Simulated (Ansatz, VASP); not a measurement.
# Sb (antimonene 3 layers, AA'): VASP beside Ansatz, part 2 of 2

One calculation is typed for both programs; each brings its own data sets. How far apart do they land? The structure shown is the start of the Ansatz relaxation below; VASP solves that cell, so the two are compared at the walk's first step.

VASP 6.6.1 and Ansatz 0.2.0.

So far: Set-up; Ansatz: relaxation, PBE with D3(BJ).

### 3. VASP: single point, PBE with D3(BJ), start cell

Level of this step: PBE with D3(BJ); plane waves and PAW (Sb) (VASP).

The same cell, functional, mesh and smearing now go to VASP, with its own data sets.

Lines of VASP's logs that name or quote its potential files are left out, and so is its time.

Contents of INCAR:

```
SYSTEM = Sb
PREC = Accurate
ENCUT = 400
EDIFF = 1E-06
NELM = 120
ISMEAR = -1
SIGMA = 0.05
LREAL = .FALSE.
ALGO = Normal
GGA = PE
IVDW = 12
NBANDS = 21
LORBIT = 11
LWAVE = .FALSE.
LCHARG = .FALSE.
ISIF = 2
LDIPOL = .TRUE.
IDIPOL = 3
DIPOL = 0.5 0.5 0.5
LVHAR = .TRUE.
LASPH = .TRUE.
GGA_COMPAT = .FALSE.
EFERMI = MIDGAP
NELMDL = -8
KPAR = 2
```

Contents of POSCAR:

```
Sb
1.0
    4.1200000000      0.0000000000      0.0000000000
   -2.0600000000      3.5680250000      0.0000000000
    0.0000000000      0.0000000000     52.9500000000
Sb
6
Direct
    0.6666667134      0.3333334268      0.3966005666
    0.3333332866      0.6666665732      0.4277620397
    0.3333332866      0.6666665732      0.4844192635
    0.6666667134      0.3333334268      0.5155807365
    0.6666667134      0.3333334268      0.5722379603
    0.3333332866      0.6666665732      0.6033994334
```

Contents of KPOINTS:

```
Automatic mesh
0
Gamma
12 12 1
0 0 0
```

Potentials, in the order of the species: Sb (PBE family, release 64).

On the command line:

```sh
> mpirun -np 2 vasp_std
```

Numbers of over 12 decimals in the logs are rounded to 6 here.

The log of the run:

```text
[banner, memory and clock lines left out]
running    2 mpi-ranks, on    1 nodes
 distrk:  each k-point on    1 cores,    2 groups
 distr:  one band on    1 cores,    1 groups

 POSCAR found type information on POSCAR Sb
 POSCAR found :  1 types and       6 ions
 LDA part: xc-table for (Slater+PW92), standard interpolation
|                                                                             |
|           W    W    AA    RRRRR   N    N  II  N    N   GGGG   !!!           |
|           W    W   A  A   R    R  NN   N  II  NN   N  G    G  !!!           |
|           W    W  A    A  R    R  N N  N  II  N N  N  G       !!!           |
|           W WW W  AAAAAA  RRRRR   N  N N  II  N  N N  G  GGG   !            |
|           WW  WW  A    A  R   R   N   NN  II  N   NN  G    G                |
|           W    W  A    A  R    R  N    N  II  N    N   GGGG   !!!           |
|                                                                             |
|     One of the lattice vectors is very long (>50 A), but AMIN is rather     |
|     large. This can spoil convergence since charge sloshing might occur     |
|     along the long lattice vector. If problems with convergence are         |
|     observed, try to decrease AMIN to a smaller value (e.g. 0.01).          |
|     Note: This warning only applies if the self-consistency cycle is        |
|     used.                                                                   |
|                                                                             |

 POSCAR, INCAR and KPOINTS ok, starting setup
 FFT: planning ... GRIDC
 FFT: planning ... GRID_SOFT
 FFT: planning ... GRID
 WAVECAR not read
 entering main loop
       N       E                     dE             d eps       ncg     rms          rms(c)
DAV:   1     0.181252235244E+03    0.18125E+03   -0.69460E+03   798   0.758E+02
DAV:   2    -0.231081559128E+01   -0.18356E+03   -0.17730E+03  1219   0.147E+02
DAV:   3    -0.228533490334E+02   -0.20543E+02   -0.20267E+02   938   0.558E+01
DAV:   4    -0.236058277820E+02   -0.75248E+00   -0.74992E+00  1140   0.130E+01
DAV:   5    -0.236273121925E+02   -0.21484E-01   -0.21472E-01  1234   0.238E+00
DAV:   6    -0.236275920119E+02   -0.27982E-03   -0.27977E-03  1195   0.246E-01
DAV:   7    -0.236276032032E+02   -0.11191E-04   -0.11191E-04  1233   0.451E-02
DAV:   8    -0.236276036009E+02   -0.39773E-06   -0.39768E-06  1091   0.640E-03    0.517E+00
DAV:   9    -0.235632664793E+02    0.64337E-01   -0.45985E-02  1016   0.120E+00    0.316E+00
DAV:  10    -0.235317112063E+02    0.31555E-01   -0.12809E-01   847   0.169E+00    0.288E-01
DAV:  11    -0.235295078479E+02    0.22034E-02   -0.14697E-02  1020   0.705E-01    0.135E-01
DAV:  12    -0.235294438135E+02    0.64034E-04   -0.25018E-03  1068   0.254E-01    0.111E-01
DAV:  13    -0.235293893556E+02    0.54458E-04   -0.36835E-04  1112   0.121E-01    0.705E-02
DAV:  14    -0.235292272691E+02    0.16209E-03   -0.70499E-04   946   0.120E-01    0.278E-02
[...]
DAV:  19    -0.235294406583E+02   -0.28921E-04   -0.56038E-06   866   0.775E-03    0.633E-03
DAV:  20    -0.235294619863E+02   -0.21328E-04   -0.91451E-07   745   0.369E-03    0.244E-03
DAV:  21    -0.235294916523E+02   -0.29666E-04   -0.12467E-06   700   0.339E-03    0.123E-03
DAV:  22    -0.235295030658E+02   -0.11414E-04   -0.14412E-07   633   0.157E-03    0.582E-04
DAV:  23    -0.235295109990E+02   -0.79332E-05   -0.21496E-07   631   0.117E-03    0.493E-04
DAV:  24    -0.235295125318E+02   -0.15328E-05   -0.19649E-08   490   0.564E-04    0.312E-04
DAV:  25    -0.235295145796E+02   -0.20478E-05   -0.33813E-08   533   0.497E-04    0.113E-04
DAV:  26    -0.235295150208E+02   -0.44116E-06   -0.61782E-09   449   0.274E-04
   1 F= -.25595403E+02 E0= -.25583593E+02  d E =-.236182E-01
```

OUTCAR, selected parts (step 3):

```text
ion  position               nearest neighbor table
   1  0.667  0.333  0.397-   2 2.89   2 2.89   2 2.89
   2  0.333  0.667  0.428-   1 2.89   1 2.89   1 2.89   3 3.00
   3  0.333  0.667  0.484-   4 2.89   4 2.89   4 2.89   2 3.00
   4  0.667  0.333  0.516-   3 2.89   3 2.89   3 2.89   5 3.00
   5  0.667  0.333  0.572-   6 2.89   6 2.89   6 2.89   4 3.00
   6  0.333  0.667  0.603-   5 2.89   5 2.89   5 2.89

  LATTYP: Found a hexagonal cell.
 ALAT       =     4.1200000000
 C/A-ratio  =    12.8519417476

 Subroutine GETGRP returns: Found 12 space group operations
 (whereof 12 operations were pure point group operations)

The static configuration has the point symmetry D_3d.

 Found     19 irreducible k-points:

   k-points           NKPTS =     19   k-points in BZ     NKDIM =     19   number of bands    NBANDS=     21

   dimension x,y,z NGX =    28 NGY =   28 NGZ =  350
   dimension x,y,z NGXF=    56 NGYF=   56 NGZF=  700

   ENCUT  =  400.0 eV  29.40 Ry    5.42 a.u.   6.72  6.72 86.35*2*pi/ulx,y,z

   NELECT =      30.0000    total number of electrons

 k-points in reciprocal lattice and weights: Automatic mesh
   0.00000000  0.00000000  0.00000000       0.007
   0.08333333  0.00000000  0.00000000       0.042
   0.16666667  0.00000000  0.00000000       0.042
   0.25000000 -0.00000000  0.00000000       0.042
   0.33333333 -0.00000000  0.00000000       0.042
   0.41666667  0.00000000  0.00000000       0.042
   0.50000000 -0.00000000  0.00000000       0.021
   0.08333333  0.08333333  0.00000000       0.042
   0.16666667  0.08333333  0.00000000       0.083
[...]
0.33333333  0.25000000  0.00000000       0.083
   0.33333333  0.33333333  0.00000000       0.014

 dipolmoment           0.000000      0.000000     -0.000000 electrons x Angstroem

 average (electrostatic) potential at core
       1 -94.4615       2 -94.5304       3 -94.4157       4 -94.4157       5 -94.5304
       6 -94.4615

 E-fermi :  -1.2790

 k-point     1 :       0.0000    0.0000    0.0000
  band No.  band energies     occupation
    ...
     10      -2.4628      2.00000
     11      -2.2537      2.00000
     12      -2.2537      2.00000
     13      -1.9473      2.00000
     14      -1.9473      2.00000
     15      -1.1048      0.05958
     16      -0.7609      0.00006
     17       0.1299      0.00000
     18       0.1299      0.00000
     19       0.3698      0.00000
    ...

 k-point     2 :       0.0833    0.0000    0.0000
  band No.  band energies     occupation
    ...
     10      -2.8514      2.00000
     11      -2.6247      2.00000
     12      -2.4176      2.00000
     13      -2.2145      2.00000
     14      -2.1146      2.00000
     15      -0.7885      0.00011
     16      -0.3695      0.00000
     17       0.0716      0.00000
     18       0.2446      0.00000
     19       0.3180      0.00000
    ...

 k-point     3 :       0.1667    0.0000    0.0000
  band No.  band energies     occupation
    ...
     10      -3.6666      2.00000
     11      -2.9878      2.00000
     12      -2.7847      2.00000
     13      -2.4877      2.00000
     14      -2.3456      2.00000
     15      -0.9759      0.00465
     16      -0.7336      0.00004
     17      -0.1717      0.00000
     18       0.3493      0.00000
     19       0.4385      0.00000
    ...

 Edisp (eV)   -2.06589

  Total      -0.23074    -0.23074     4.63272     0.00000     0.00000    -0.00000
  in kB      -0.47494    -0.47494     9.53577     0.00000     0.00000    -0.00000
  external pressure =        2.86 kB  Pullay stress =        0.00 kB

  energy-cutoff  :      400.00
  volume of cell :      778.38
      direct lattice vectors                 reciprocal lattice vectors
     4.120000000  0.000000000  0.000000000     0.242718447  0.140133547  0.000000000
    -2.060000000  3.568025000  0.000000000     0.000000000  0.280267095  0.000000000
     0.000000000  0.000000000 52.950000000     0.000000000  0.000000000  0.018885741

 POSITION                                       TOTAL-FORCE (eV/Angst)
 -----------------------------------------------------------------------------------
      2.06000      1.18934     21.00000         0.000000     -0.000000     -0.029758
      0.00000      2.37868     22.65000         0.000000      0.000000     -0.634822
      0.00000      2.37868     25.65000        -0.000000     -0.000000      0.321321
      2.06000      1.18934     27.30000         0.000000      0.000000     -0.321321
      2.06000      1.18934     30.30000        -0.000000     -0.000000      0.634822
      0.00000      2.37868     31.95000        -0.000000      0.000000      0.029758
 -----------------------------------------------------------------------------------
    total drift:                               -0.000000      0.000000     -0.000000

  FREE ENERGIE OF THE ION-ELECTRON SYSTEM (eV)
  ---------------------------------------------------
  free  energy   TOTEN  =       -25.5954025132 eV

  energy  without entropy=      -25.5717843234  energy(sigma->0) =      -25.58359342

 vacuum level on the upper side and lower side of the slab         2.641         2.641

 total charge
# of ion       s       p       d       tot
------------------------------------------
    1        1.216   1.149   0.027   2.392
    2        1.218   1.165   0.034   2.417
    3        1.233   1.148   0.035   2.416
    4        1.233   1.148   0.035   2.416
    5        1.218   1.165   0.034   2.417
    6        1.216   1.149   0.027   2.392
--------------------------------------------------
tot          7.335   6.923   0.193  14.451

[... 3 further parts left out ...]
```

### 4. Side by side

Known differences besides the potentials themselves: Ansatz cuts the interaction across the vacuum, VASP repeats the sheet with a dipole correction; the data sets hold 90 valence electrons in Ansatz (on its default PAW (the set named soft_2) files) and 30 in VASP; the cutoff is 420 eV in Ansatz and 400 eV in VASP. Total energies have different zeros and are not compared.

Forces (eV/Å; atoms numbered as in POSCAR):

```tsv
atom	Ansatz x, y, z	VASP x, y, z
Sb1	0.000, 0.000, 0.024	0.000, 0.000, -0.030
Sb2	0.000, 0.000, -0.698	0.000, 0.000, -0.635
Sb3	0.000, 0.000, 0.370	0.000, 0.000, 0.321
Sb4	0.000, 0.000, -0.370	0.000, 0.000, -0.321
Sb5	0.000, 0.000, 0.698	0.000, 0.000, 0.635
Sb6	0.000, 0.000, -0.024	0.000, 0.000, 0.030
```

The forces differ by 32 meV/Å r.m.s., which is 13.5 % of the r.m.s. force of 0.237 eV/Å (both taken over all components). With vacuum in the cell, a pressure given here is an average over mostly empty space and none of the material.

### 5. Outcome

| Property | Result |
| --- | --- |
| r.m.s. force difference (single point, PBE with D3(BJ), start cell) | 14 % of the r.m.s. force |

The r.m.s. force difference is 14 % of the r.m.s. force (single point, PBE with D3(BJ), start cell), beyond the 3 % picked in this series as the mark of a large difference. The data sets hold unlike numbers of valence electrons (90 in Ansatz and 30 in VASP), so part of the differences comes from the potentials. What causes the difference of the single point, PBE with D3(BJ), start cell pair stays open here. 1 further run of this series is not shown here. Such differences can come from data sets, numerical settings and the points named under the comparisons, not from the functional's error against experiment.

[Lines on the potential files, build, host, timing and source positions are cut from VASP's logs without a mark.]

[Logs are printed without paths, hosts, clocks, repeated set-up lines and the standing remarks that a program may print on its own settings, such as how far it seeks lower states.]

[Hosts, paths, dates, database ids (printed as entryN), source tags and the programs' standing remarks are cut or masked in the printed files.]
